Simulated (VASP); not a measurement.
Output of a VASP run:

OSZICAR:
```
       N       E                     dE             d eps       ncg     rms          rms(c)
DAV:   1     0.186982060956E+03    0.18698E+03   -0.15043E+04  4416   0.127E+03
DAV:   2    -0.264276556364E+02   -0.21341E+03   -0.20998E+03  4576   0.352E+02
DAV:   3    -0.396272489981E+02   -0.13200E+02   -0.12864E+02  5664   0.828E+01
DAV:   4    -0.400858263025E+02   -0.45858E+00   -0.45741E+00  5384   0.164E+01
DAV:   5    -0.401055902227E+02   -0.19764E-01   -0.19761E-01  6120   0.283E+00    0.875E+01
DAV:   6    -0.458325546560E+02   -0.57270E+01   -0.96285E+01  5432   0.124E+02    0.341E+01
DAV:   7    -0.489144303689E+02   -0.30819E+01   -0.15321E+02  6320   0.130E+02    0.753E+01
DAV:   8    -0.382865990869E+02    0.10628E+02   -0.11608E+02  6296   0.112E+02    0.142E+01
DAV:   9    -0.370558239739E+02    0.12308E+01   -0.57382E+00  6280   0.249E+01    0.934E+00
DAV:  10    -0.369269511256E+02    0.12887E+00   -0.51291E-01  6912   0.856E+00    0.596E+00
DAV:  11    -0.368675405083E+02    0.59411E-01   -0.52742E-02  6768   0.369E+00    0.516E+00
DAV:  12    -0.370029451672E+02   -0.13540E+00   -0.77767E-02  6688   0.294E+00    0.662E+00
DAV:  13    -0.367314270158E+02    0.27152E+00   -0.17436E+00  6760   0.138E+01    0.237E+00
DAV:  14    -0.367253381865E+02    0.60888E-02   -0.10450E-01  5120   0.283E+00    0.297E+00
DAV:  15    -0.367130923265E+02    0.12246E-01   -0.46093E-02  6720   0.205E+00    0.141E+00
DAV:  16    -0.367134652326E+02   -0.37291E-03   -0.56837E-03  5848   0.847E-01    0.769E-01
DAV:  17    -0.367124480926E+02    0.10171E-02   -0.33563E-03  6664   0.509E-01    0.861E-02
DAV:  18    -0.367124708390E+02   -0.22746E-04   -0.42181E-04  5576   0.155E-01    0.177E-01
DAV:  19    -0.367124495049E+02    0.21334E-04   -0.10378E-04  6568   0.131E-01    0.524E-02
DAV:  20    -0.367124497762E+02   -0.27130E-06   -0.28329E-05  6824   0.572E-02    0.634E-02
DAV:  21    -0.367124507828E+02   -0.10066E-05   -0.20814E-06  2848   0.140E-02    0.506E-02
DAV:  22    -0.367124484560E+02    0.23268E-05   -0.19740E-06  2912   0.179E-02    0.185E-02
DAV:  23    -0.367124475871E+02    0.86894E-06   -0.40989E-06  4144   0.129E-02
   1 F= -.36712448E+02 E0= -.36669775E+02  d E =-.853455E-01
```

File OUTCAR:
```
------------------------ aborting loop because EDIFF is reached ----------------------------------------
  FORCE on cell =-STRESS in cart. coord.  units (eV):
  Direction    XX          YY          ZZ          XY          YZ          ZX
  --------------------------------------------------------------------------------------
  Total       -2.5885855     -3.4747492     -3.0425236      0.0058123      0.0065912     -0.0103044
  in kB      -65.2896204    -87.6405522    -76.7389043      0.1465982      0.1662445     -0.2598983
  external PRESSURE =     -76.5563590 kB  Pullay stress =       0.0000000 kB
  volume of cell :       63.52
      direct lattice vectors                 reciprocal lattice vectors
     1.600930000 -4.916940000  0.000000000     0.312318465 -0.101689262  0.000000000
     1.600930000  4.916940000  0.000000000     0.312318465  0.101689262  0.000000000
     0.000000000  0.000000000  4.034890000     0.000000000  0.000000000  0.247838231
 POSITION                                       TOTAL-FORCE (eV/Angst)
 -----------------------------------------------------------------------------------
      1.59994     -3.53927      3.00684         0.007135     -0.202526      0.138331
      1.61384      3.52003      1.00539        -0.118897      0.335733      0.060833
      1.57779     -0.82520      3.05023         0.165699      0.091127     -0.189579
      1.61216      0.84443      1.00732        -0.053937     -0.224334     -0.009585
 -----------------------------------------------------------------------------------
    total drift:                               -0.000096      0.000981      0.001197
  FREE ENERGIE OF THE ION-ELECTRON SYSTEM (eV)
  ---------------------------------------------------
  free  energy   TOTEN  =       -36.7124475871 eV

  energy  without entropy=      -36.6271020456  energy(sigma->0) =      -36.66977482
```
(Selected blocks of OUTCAR.)

POSCAR:
```
HfNi
1
    1.6009300000    -4.9169400000     0.0000000000
    1.6009300000     4.9169400000     0.0000000000
    0.0000000000     0.0000000000     4.0348900000
Hf Ni
2 2
Direct
  0.8595950000   0.1397840000   0.7452090000
  0.1460810000   0.8619800000   0.2491750000
  0.5766860000   0.4088590000   0.7559630000
  0.4176390000   0.5893770000   0.2496530000
```

### Question
Write an INCAR and KPOINTS that could have produced this output.

### Answer
One answer among several that fit: the input of the run itself, LDA (Ceperley-Alder, Perdew-Zunger), plane waves, VASP's LDA PAW potentials (set 64).

INCAR:
```
! general
SYSTEM  = HfNi
PREC    = Accurate
ENCUT   = 300   ! plane-wave cut-off (eV)
LREAL   = F   ! projection in real space or not
LASPH   = T

! electronic loop
EDIFF   = 1E-6   ! SCF stop (eV)
NELM    = 100
ALGO    = Normal   ! blocked Davidson
LMAXMIX = 6   ! l cut-off of mixed one-centre charges

! smearing
ISMEAR  = -1   ! Fermi-Dirac
SIGMA   = 0.1

! ions
ISIF    = 2   ! forces and stress, cell fixed

! output
LWAVE   = F
LCHARG  = F
```

### KPOINTS
```
Automatic mesh
0
Gamma
6 6 5
0 0 0
```

POTCAR, in this order: Hf_pv Ni (LDA.64 set). Program: vasp_std.

At this cut-off the stress carries a Pulay error, which pulls relaxed volumes low.

The structure comes from a computed database's HfNi entry; how it stands against other phases isn't given here. The cell was not relaxed at this level, atoms are displaced from their ideal sites. The k-mesh is coarse (spacing up to 0.34 per Å, 2π included), so the numbers may not be converged in it. The run is one of a series of settings (GGA removed, POTCAR Hf_pv Ni (LDA.64 set) against the base run), some of them coarse on purpose. The run is not spin-polarised, so no magnetic state was tried.
